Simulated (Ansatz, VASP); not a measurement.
**Cross-check of TiBr2 between VASP and Ansatz**

One calculation is typed for both programs; each brings its own data sets and cutoff. How far apart do they land? The structure shown is the end of the VASP relaxation below.

Calculated with Ansatz 0.2.0; plane waves, with VASP 6.6.1 beside it; single point at PBEsol.

### 1. The starting structure

The cell holds 3 atoms: 2 Br and 1 Ti. Cell: a = 3.629 Å, b = 3.629 Å, c = 18.246 Å, α = 90.0°, β = 90.0°, γ = 120.0°. It derives from TiBr2. As first built, before any earlier steps moved the atoms (in the runner's words): kind sheets cut from a layered crystal; sheets 1. Vacuum lies along c.

Structure file:

```xyz
3
Lattice="3.6290 0.0000 0.0000 -1.8145 3.1428 0.0000 0.0000 0.0000 18.2460" Properties=species:S:1:pos:R:3
Br    0.0000    2.0952   10.6981
Br    1.8145    1.0476    7.5479
Ti    0.0000    0.0000    9.1230
```

### 2. VASP: relaxation, PBEsol

This run makes the geometry at which the two programs are then compared.

Lines of VASP's logs that name or quote its potential files are left out, and so is its time.

Input file INCAR:

```
SYSTEM = TiBr2
PREC = Normal
ENCUT = 300
EDIFF = 1E-05
NELM = 120
ISMEAR = 0
SIGMA = 0.05
LREAL = .FALSE.
ALGO = Fast
GGA = PS
NBANDS = 15
LASPH = .TRUE.
LORBIT = 11
LWAVE = .FALSE.
LCHARG = .FALSE.
KPAR = 2
IBRION = 2
NSW = 40
ISIF = 2
EDIFFG = -0.03
POTIM = 0.4
MAXMIX = 40
IDIPOL = 3
LDIPOL = .TRUE.
DIPOL = 0.5 0.5 0.5
```

Input file POSCAR:

```
TiBr2
1.0
    3.6290000000      0.0000000000      0.0000000000
   -1.8145000000      3.1428061900      0.0000000000
    0.0000000000      0.0000000000     18.2460000000
Br Ti
2 1
Direct
    0.3333333330      0.6666666670      0.5889510030
    0.6666666670      0.3333333330      0.4110489970
    0.0000000000      0.0000000000      0.5000000000
```

Input file KPOINTS:

```
Automatic mesh
0
Gamma
9 9 1
0 0 0
```

Potentials, in the order of the species: Br and Ti (PBE family, release 64).

Run with:

```sh
$ mpirun -np 2 vasp_std
```

Numbers of over 12 decimals in the logs are rounded to 6 here.

What it wrote:

```text
[banner, memory and clock lines left out]
running    2 mpi-ranks, on    1 nodes
 distrk:  each k-point on    1 cores,    2 groups
 distr:  one band on    1 cores,    1 groups

 POSCAR found type information on POSCAR BrTi
 POSCAR found :  2 types and       3 ions
|                                                                             |
|               ----> ADVICE to this user running VASP <----                  |
|                                                                             |
|     You enforced a specific xc type in the INCAR file but a different       |
|     [... a line on the potential file left out ...]
|     I HOPE YOU KNOW WHAT YOU ARE DOING!                                     |
|                                                                             |

 LDA part: xc-table for (Slater+PW92), standard interpolation
 POSCAR, INCAR and KPOINTS ok, starting setup
 FFT: planning ... GRIDC
 FFT: planning ... GRID_SOFT
 FFT: planning ... GRID
 WAVECAR not read
 entering main loop
       N       E                     dE             d eps       ncg     rms          rms(c)
DAV:   1     0.119782752739E+03    0.11978E+03   -0.45872E+03   360   0.575E+02
DAV:   2     0.108934836207E+01   -0.11869E+03   -0.11347E+03   525   0.156E+02
DAV:   3    -0.158236895748E+02   -0.16913E+02   -0.16697E+02   515   0.682E+01
DAV:   4    -0.162477416915E+02   -0.42405E+00   -0.42363E+00   451   0.120E+01
DAV:   5    -0.162543370272E+02   -0.65953E-02   -0.65946E-02   493   0.144E+00    0.110E+01
RMM:   6    -0.151316041153E+02    0.11227E+01   -0.42544E+00   360   0.111E+01    0.415E+00
RMM:   7    -0.150853667173E+02    0.46237E-01   -0.67347E-01   360   0.403E+00    0.229E+00
RMM:   8    -0.150912533625E+02   -0.58866E-02   -0.37612E-01   370   0.277E+00    0.421E-01
RMM:   9    -0.150920284116E+02   -0.77505E-03   -0.70257E-02   360   0.170E+00    0.583E-01
RMM:  10    -0.150877206393E+02    0.43078E-02   -0.14147E-02   360   0.759E-01    0.775E-02
RMM:  11    -0.150881200628E+02   -0.39942E-03   -0.25949E-03   371   0.259E-01    0.109E-01
RMM:  12    -0.150883239939E+02   -0.20393E-03   -0.13909E-03   360   0.253E-01    0.634E-02
RMM:  13    -0.150884945059E+02   -0.17051E-03   -0.52453E-04   348   0.862E-02    0.704E-02
RMM:  14    -0.150885233577E+02   -0.28852E-04   -0.84875E-05   312   0.549E-02    0.485E-02
RMM:  15    -0.150886166218E+02   -0.93264E-04   -0.27512E-04   362   0.919E-02    0.177E-02
RMM:  16    -0.150886453076E+02   -0.28686E-04   -0.43083E-05   284   0.319E-02    0.161E-02
RMM:  17    -0.150886580605E+02   -0.12753E-04   -0.58878E-06   222   0.132E-02    0.177E-02
RMM:  18    -0.150887034168E+02   -0.45356E-04   -0.74504E-05   336   0.528E-02    0.125E-02
RMM:  19    -0.150887006609E+02    0.27559E-05   -0.56070E-06   233   0.179E-02
   1 F= -.15088701E+02 E0= -.15086804E+02  d E =-.150887E+02
[...]
2 F= -.15096067E+02 E0= -.15094203E+02  d E =-.736619E-02
[...]
3 F= -.15102912E+02 E0= -.15100951E+02  d E =-.142118E-01
[...]
4 F= -.15102539E+02 E0= -.15099990E+02  d E =-.138384E-01
 curvature:   0.21 expect dE= 0.342E-03 dE for cont linesearch  0.342E-03
 ZBRENT: bracketing found
 ZBRENT: interpolating
 opt :   3.7646  next Energy=   -15.104886 (dE=-0.162E-01)
 bond charge predicted
       N       E                     dE             d eps       ncg     rms          rms(c)
DAV:   1    -0.151007621555E+02    0.17685E-02   -0.11300E+00   374   0.567E+00    0.567E-01
RMM:   2    -0.151052350746E+02   -0.44729E-02   -0.57820E-02   361   0.172E+00    0.192E-01
RMM:   3    -0.151050532523E+02    0.18182E-03   -0.53752E-03   368   0.583E-01    0.674E-02
RMM:   4    -0.151050909529E+02   -0.37701E-04   -0.11354E-03   363   0.226E-01    0.425E-02
RMM:   5    -0.151051117197E+02   -0.20767E-04   -0.15630E-04   365   0.906E-02    0.320E-02
RMM:   6    -0.151051119784E+02   -0.25870E-06   -0.37086E-05   291   0.390E-02
   5 F= -.15105112E+02 E0= -.15102918E+02  d E =-.164113E-01
 curvature:  -1.24 expect dE=-0.102E-04 dE for cont linesearch -0.102E-04
 trial: gam=-0.03041 g(F)=  0.825E-05 g(S)=  0.000E+00 ort = 0.263E-03 (trialstep = 0.155E+01)
 search vector abs. value=  0.824E-08
 reached required accuracy - stopping structural energy minimisation
```

From OUTCAR (step 2):

```text
ion  position               nearest neighbor table
   1  0.333  0.667  0.589-   3 2.65   3 2.65   3 2.65
   2  0.667  0.333  0.411-   3 2.65   3 2.65   3 2.65
   3  0.000  0.000  0.500-   1 2.65   2 2.65   1 2.65   2 2.65   2 2.65   1 2.65

  LATTYP: Found a hexagonal cell.
 ALAT       =     3.6290000000
 C/A-ratio  =     5.0278313585

 Subroutine GETGRP returns: Found 12 space group operations
 (whereof 12 operations were pure point group operations)

The static configuration has the point symmetry D_3d.

 Found     12 irreducible k-points:

   k-points           NKPTS =     12   k-points in BZ     NKDIM =     12   number of bands    NBANDS=     15

   dimension x,y,z NGX =    16 NGY =   16 NGZ =   80
   dimension x,y,z NGXF=    32 NGYF=   32 NGZF=  160

   ENCUT  =  300.0 eV  22.05 Ry    4.70 a.u.   5.13  5.13 25.77*2*pi/ulx,y,z

   NELECT =      18.0000    total number of electrons

 k-points in reciprocal lattice and weights: Automatic mesh
   0.00000000  0.00000000  0.00000000       0.012
   0.11111111  0.00000000  0.00000000       0.074
   0.22222222  0.00000000  0.00000000       0.074
   0.33333333  0.00000000  0.00000000       0.074
   0.44444444  0.00000000  0.00000000       0.074
   0.11111111  0.11111111  0.00000000       0.074
   0.22222222  0.11111111  0.00000000       0.148
   0.33333333  0.11111111  0.00000000       0.148
   0.44444444  0.11111111  0.00000000       0.074
   0.22222222  0.22222222  0.00000000       0.074
   0.33333333  0.22222222  0.00000000       0.148
   0.33333333  0.33333333  0.00000000       0.025

 dipolmoment           0.000000      0.000000      0.000000 electrons x Angstroem

 average (electrostatic) potential at core
       1 -68.6010       2 -68.6010       3 -31.5689

 E-fermi :  -1.0597

 k-point     1 :       0.0000    0.0000    0.0000
  band No.  band energies     occupation
    ...
      7      -4.2799      2.00000
      8      -4.2799      2.00000
      9      -1.1743      1.99880
     10      -1.1743      1.99880
     11      -1.0922      1.64153
     12       0.4152      0.00000
     13       0.4152      0.00000
     14       1.2365      0.00000
     15       2.2433      0.00000

 k-point     2 :       0.1111    0.0000    0.0000
  band No.  band energies     occupation
    ...
      5      -5.5248      2.00000
      6      -5.1733      2.00000
      7      -4.9037      2.00000
      8      -4.4580      2.00000
      9      -1.2506      2.00000
     10      -1.0075      0.13972
     11      -0.9307      0.00026
     12       0.1654      0.00000
     13       0.4020      0.00000
     14       1.6906      0.00000
    ...

 k-point     3 :       0.2222    0.0000    0.0000
  band No.  band energies     occupation
    ...
      5      -6.0340      2.00000
      6      -5.5652      2.00000
      7      -5.2105      2.00000
      8      -4.8226      2.00000
      9      -1.5026      2.00000
     10      -0.6881      0.00000
     11      -0.6246      0.00000
     12       0.1185      0.00000
     13       0.4348      0.00000
     14       2.5387      0.00000
    ...

  Total       -1.8012967     -1.8012967     -0.0329443      0.0000000      0.0000000      0.0000000
  in kB      -13.8683121    -13.8683121     -0.2536406      0.0000000      0.0000000      0.0000000
  external PRESSURE =      -9.3300883 kB  Pullay stress =       0.0000000 kB

  energy-cutoff  :      300.00
  volume of cell :      208.10
      direct lattice vectors                 reciprocal lattice vectors
     3.629000000  0.000000000  0.000000000     0.275558005  0.159093488  0.000000000
    -1.814500000  3.142806190  0.000000000     0.000000000  0.318186977  0.000000000
     0.000000000  0.000000000 18.246000000     0.000000000  0.000000000  0.054806533

 POSITION                                       TOTAL-FORCE (eV/Angst)
 -----------------------------------------------------------------------------------
     -0.00000      2.09520     10.69814        -0.000000     -0.000000     -0.010341
      1.81450      1.04760      7.54786         0.000000      0.000000      0.010341
      0.00000      0.00000      9.12300        -0.000000     -0.000000      0.000000
 -----------------------------------------------------------------------------------
    total drift:                               -0.000000     -0.000000      0.000000

  FREE ENERGIE OF THE ION-ELECTRON SYSTEM (eV)
  ---------------------------------------------------
  free  energy   TOTEN  =       -15.1051119784 eV

  energy  without entropy=      -15.1007249376  energy(sigma->0) =      -15.10291846

 reached required accuracy - stopping structural energy minimisation

 vacuum level on the upper side and lower side of the slab         2.608         2.608

 total charge
# of ion       s       p       d       tot
------------------------------------------
    1        1.602   3.229   0.039   4.870
    2        1.602   3.229   0.039   4.870
    3        0.325   0.451   2.489   3.265
--------------------------------------------------
tot          3.530   6.909   2.566  13.005

[... 3 further parts left out ...]
```

CONTCAR:

```
TiBr2
   1.00000000000000
     3.6290000000000000    0.0000000000000000    0.0000000000000000
    -1.8145000000000000    3.1428061899999999    0.0000000000000000
     0.0000000000000000    0.0000000000000000   18.2459999999999987
  Br              Ti
     2     1
Direct
     0.3333333329999988    0.6666666670000012    0.5863281032145093
     0.6666666670000012    0.3333333329999988    0.4136718967854908
     0.0000000000000000    0.0000000000000000    0.5000000000000000
```

This run has no spin polarisation, so a moment on Ti, if there is one, isn't seen. The data set Ti keeps the semicore shell frozen, which is cheaper and a little less accurate. The run keeps the 12 symmetry operations of its start, so it cannot find a distortion of lower symmetry.

### 3. Ansatz: single point, PBEsol

Ansatz runs on its default PAW (the set named soft_2) files.

The same cell, functional, mesh and smearing now go to Ansatz, which takes its cutoff from its data sets.

Input file input.yaml:

```yaml
crystal:
  lattice:
    - [3.629, 0.0, 0.0]
    - [-1.8145, 3.14280619, 0.0]
    - [0.0, 0.0, 18.246]
  atoms:
    - { symbol: Br, position: [0.33333333, 0.66666667, 0.5863281] }
    - { symbol: Br, position: [0.66666667, 0.33333333, 0.4136719] }
    - { symbol: Ti, position: [0.0, 0.0, 0.5] }
hamiltonian:
  xc: pbesol
  pseudopotentials: { kind: paw }
kpoints:
  mp_grid: { grid: [9, 9, 1] }
scf:
  occupations: { method: gaussian, width: 0.05 }
  n_extra_bands: 4
efield:
  axis: 3
  dipole_correction: true
  ramp_width: 0.04
output:
  forces: true
  eigenvalues: true
```

Run with:

```sh
$ ansatz run input.yaml --threads 2 --pin off --max-ram 4608MiB --backend cpu --events-out ev --progress --plain --runs-dir out
```

What it wrote:

```text
scf.n_extra_bands = 4 over 13 filled bands (N_el = 26.0): the run solves 17 bands
Engine: ansatz 0.2.0, x86_64-unknown-linux-gnu
Pseudopotentials: kind: paw
Pseudopotential: Br, paw, valence charge 7, recommended cutoff 420 eV (normal), Br.paw.azcp
Pseudopotential: Ti, paw, valence charge 12, recommended cutoff 420 eV (normal), Ti.paw.azcp
Functional definition: PBEsol
  exchange = pbesol_x
  correlation = pbesol_c
Crystal: 3 atoms, lattice volume = 208.100 Å³
Basis set: ecut = 420 eV, 4021 PW (Γ), exchange–correlation on 50×50×250 points (8 copies of the dense FFT grid, shifted against one another)
Bands: 17, of which v1, the nominal top of the filled ones, is band 13 counted from 1 (12 counted from 0)
Symmetry: 6 space group operations
k-points: 12 of 81 (time reversal used)
Non-local potential: Br, projectors of the file, l = 0: 2, l = 1: 2, l = 2: 2
Non-local potential: Ti, projectors of the file, l = 0: 3, l = 1: 2, l = 2: 3, l = 3: 1
PAW form: soft (Blöchl's): semilocal exchange-correlation on the pseudo side does not see the compensation charge
PAW frozen core: Br, regenerated for the run's functional, and the local potential with it (the file was generated under x = pbe(κ = 0.804, μ = 0.219515), c = pbe(β = 0.066725))
PAW frozen core: Ti, regenerated for the run's functional, and the local potential with it (the file was generated under x = pbe(κ = 0.804, μ = 0.219515), c = pbe(β = 0.066725))
PAW one-centre angular grid: Br, 110 points (default); XC on 64 Gauss nodes
PAW one-centre angular grid: Ti, 590 points (default); XC on 64 Gauss nodes
Initial density: superposition of atomic densities (neutral atoms: chi_scale 0, normalization atom), corrected by the library's trained network
Initial wavefunctions: pseudopotential atomic-orbital guess
Functional: x = pbesol(κ = 0.804, μ = 0.123457), c = pbesol(β = 0.046)
SCF iter   1: F=—  HF=-7949.988364 eV  |F-HF|=—  |Δ(HF+E_count)|=         —  Δρ=2.04e-3  dr2=1.98e-2  ethr=1.77e-3  p=0.000 e·Å  D=1.12e-14 V/Å  ΔV_dip=-0.00 eV  dr2_dipole=2.57e-8  V_vac-E_F(+/−)=4.07/4.07 eV  ⟨swp⟩=9.4  Hψ=1488  notcnv=0
efield: sawtooth ramp at fractional position 0.9800 (placed from the atoms, in the widest stretch of the axis that holds none; the zero of the levels goes with the place), width 0.0400; the density the first Hamiltonian is built on has a dipole p = 0.000 e·Å; the dipole correction subtracts the counter field D = 1.12e-14 V/Å, which shifts the + side's vacuum level by -0.00 eV against the − side's; the planar-averaged density in the ramp window peaks in size at 4.2e-5 e/Å³
preconditioner: auto → LDOS  [insulator: Δε(μ)=0.065 eV  Ē_g=8.364 eV  σ=0.050 eV  W_gap=0.64  n_scr=10 (ndim 8)  ℏωp=10.9 eV  f_vac=0.630  D(μ)=3.23/eV (n_scr^D=8)  ε∞_Penn≈2.7  β→1.0]
SCF iter   2: F=—  HF=-7949.987438 eV  |F-HF|=—  |Δ(HF+E_count)|=   9.27e-4  Δρ=1.20e-3  dr2=3.84e-3  ethr=7.61e-5  p=-0.000 e·Å  D=-6.42e-5 V/Å  ΔV_dip=0.00 eV  dr2_dipole=6.84e-8  V_vac-E_F(+/−)=3.66/3.66 eV  ⟨swp⟩=2.5  Hψ=490  notcnv=0  defer=1
SCF iter   3: F=—  HF=-7949.986495 eV  |F-HF|=—  |Δ(HF+E_count)|=   9.42e-4  Δρ=3.06e-4  dr2=4.87e-4  ethr=1.48e-5  p=-0.000 e·Å  D=-6.83e-6 V/Å  ΔV_dip=0.00 eV  dr2_dipole=8.72e-10  V_vac-E_F(+/−)=3.70/3.70 eV  ⟨swp⟩=2.1  Hψ=396  notcnv=0  defer=1
SCF iter   4: F=—  HF=-7949.986386 eV  |F-HF|=—  |Δ(HF+E_count)|=   1.10e-4  Δρ=8.60e-5  dr2=1.53e-5  ethr=1.87e-6  p=-0.000 e·Å  D=-5.21e-6 V/Å  ΔV_dip=0.00 eV  dr2_dipole=4.00e-10  V_vac-E_F(+/−)=3.68/3.68 eV  ⟨swp⟩=2.0  Hψ=286  notcnv=0  defer=1
SCF iter   5: F=—  HF=-7949.986372 eV  |F-HF|=—  |Δ(HF+E_count)|=   1.41e-5  Δρ=2.61e-5  dr2=1.91e-6  ethr=5.87e-8  p=-0.000 e·Å  D=-2.10e-6 V/Å  ΔV_dip=0.00 eV  dr2_dipole=9.19e-11  V_vac-E_F(+/−)=3.68/3.68 eV  ⟨swp⟩=2.0  Hψ=352  notcnv=0  defer=1
SCF iter   6: F=—  HF=-7949.986372 eV  |F-HF|=—  |Δ(HF+E_count)|=   3.23e-7  Δρ=9.19e-6  dr2=1.51e-7  ethr=7.36e-9  p=-0.000 e·Å  D=-7.89e-7 V/Å  ΔV_dip=0.00 eV  dr2_dipole=1.46e-11  V_vac-E_F(+/−)=3.67/3.67 eV  ⟨swp⟩=2.2  Hψ=309  notcnv=0  defer=1
SCF iter   7: F=-7949.986372 eV  HF=-7949.986372 eV  |F-HF|=4.17e-8  |Δ(HF+E_count)|=   1.27e-7  Δρ=2.57e-6  dr2=1.70e-8  ethr=3.85e-10  p=-0.000 e·Å  D=-2.54e-7 V/Å  ΔV_dip=0.00 eV  dr2_dipole=1.99e-12  V_vac-E_F(+/−)=3.67/3.67 eV  ⟨swp⟩=6.2  Hψ=887  notcnv=0
SCF 1 converged in 7 iterations: F = -7949.986372 eV  dr2 = 1.70e-8
  greatest PAW one-centre occupation: 0.999 electrons in one spin orbital (limit 2), on the Ti atom at site 2 (counted from 0), in its partial waves of l = 0
SCF converged after 7 iterations
Free energy (F): -7949.986372 eV
Harris-Foulkes:  -7949.986372 eV  (|F-HF|=4.17e-8)
Internal energy: -7949.982534 eV  (E = F + TS)
E sigma→0 (E₀):  -7949.984453 eV
Entropy (-TS):   -0.003838 eV (-1.279 meV/atom)
Fermi energy:    0.470389 eV
Dipole field:    D = 0.000002 V/Å  (p = 0.000002 e·Å, saw-weighted, corrected)
Work function:   Φ+ = 3.6747 eV   Φ− = 3.6748 eV
Levels:          The Fermi level and band energies are counted from a zero that moves with the ramp; work functions are not
--- Per-component energies (eV) ---
  E_band       = -437.747737
  E_kinetic    = 539.172248
  E_local      = -10822.933751  (includes V_loc(G=0)·N_el)
  E_nonlocal   = 152.926567
  E_hartree    = 5108.458863
  E_xc         = -619.386067
  E_vxc        = -328.792125  (∫ρ·V_xc dr)
  E_paw        = -5429.237732  (= ΣΔE_a)
  E_vpaw       = -195.031683  (= ΣTr[D̂ρ^β])
  E_aug_tail   = 0.000116  (compensation charges beyond the density's cutoff)
  E_efield     = 0.000000  (sawtooth field / dipole correction)
  E_vefield    = 0.000000  (∫n·V_field dr)
  E_ewald      = 3120.693296
  E_core_change = 0.323925  (= ΣΔE_core)
  E_smearing   = -0.003838  (= −TS)
  E_closure    = -0.000000  (closes the sum)
  Σ components = -7949.986372   (vs F -7949.986372, Δ=0.00e0)
--- Forces (eV/Å), atoms counted from 1 ---
  atom   1  Br     0.00000000    -0.00000000    -0.00227621
  atom   2  Br    -0.00000000     0.00000000     0.00227449
  atom   3  Ti    -0.00000000     0.00000000     0.00000017
  max |Σ_I F_I| component: 1.54e-6 eV/Å
--- Band table (eV; the first three rows and the last of 12) ---
  k-point 0: bands = [... 9 lower, -4.0197, -2.8281, -2.8281, 0.3646, 0.3646, 0.4356, 1.9610, 1.9610]
  k-point 1: bands = [... 9 lower, -3.7118, -3.4478, -3.0034, 0.2816, 0.5322, 0.5989, 1.7078, 1.9485]
  k-point 2: bands = [... 9 lower, -4.0952, -3.7488, -3.3642, 0.0217, 0.8576, 0.9087, 1.6619, 1.9835]
  k-point 11: bands = [... 9 lower, -4.8997, -4.5090, -4.5090, 0.9514, 0.9615, 0.9615, 2.1637, 2.1637]
```

The job ended after 1.8 s (2 threads of Intel Xeon Platinum 8488C (Sapphire Rapids), shared host; peak memory 0.42 GiB; 3.1 s of CPU time).

Reading the cycles: dr2 is the Hartree energy of the density residual (eV), the measure of convergence; HF is the Harris–Foulkes estimate of the energy, which meets the free energy F at convergence.

### 4. Differences

Known differences besides the potentials themselves: the data sets hold 26 valence electrons in Ansatz (default PAW (the set named soft_2) files) and 18 in VASP; the cutoff is 420 eV in Ansatz and 300 eV in VASP (PREC = Normal); Ansatz makes its cores anew for this functional, VASP keeps those of its PBE data sets. Total energies have different zeros and are not compared.

At this near-relaxed geometry the largest component of a force difference is 8 meV/Å. VASP's last cycles still show a density residual of 3e-03, so its state may not be settled.

### 5. Outcome

```yaml
r_m_s_force_difference_single_point_pbesol: 3.8 meV/Å
```

What this shows: The r.m.s. force difference is 3.8 meV/Å (single point, PBEsol), within the 12 meV/Å picked in this series as the mark of a large difference. How closely two codes agree says nothing of how well the functional describes the real material.

[Lines on the potential files, build, host, timing and source positions are cut from VASP's logs without a mark.]

[Logs are printed without paths, hosts, clocks, repeated set-up lines and the standing remarks that a program may print on its own settings, such as how far it seeks lower states.]

[Hosts, paths, dates, database ids (printed as entryN), source tags and the programs' standing remarks are cut or masked in the printed files.]
